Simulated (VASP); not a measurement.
Energy against volume of InAs (zinc blende). These are PBE GGA with D3 dispersion (zero damping), VASP's PBE PAW potentials (set 64) (plane waves; VASP) values and carry that method's errors.

| V (Å³/atom) | E (eV/atom) |
|---|---|
| 27.189 | -4.05062 |
| 28.057 | -4.06516 |
| 28.924 | -4.06967 |
| 29.792 | -4.06571 |
| 30.660 | -4.05465 |

### Question
Fit a third-order Birch-Murnaghan equation of state.

### Answer

```yaml
volume_per_atom: 28.93 Å^3/atom
bulk_modulus: 51.9 GPa
pressure_derivative_of_the_bulk_modulus: 4.74
lattice_constant_a: 6.139 Å
```

Measured: bulk modulus 58.6 GPa at 0 K (computed value off by -11.5 %), as given by Daniel Mejia-Rodriguez et al., Physical Review B (2018), arXiv:1807.09216 [0 K value with the zero-point phonon effect removed]; a 6.047 Å at 0 K (computed value off by +1.5 %), as given by Daniel Mejia-Rodriguez et al., Physical Review B (2018), arXiv:1807.09216 [static lattice: zero-point anharmonic expansion removed].

The compound is InAs in the zinc blende structure. It was relaxed first.
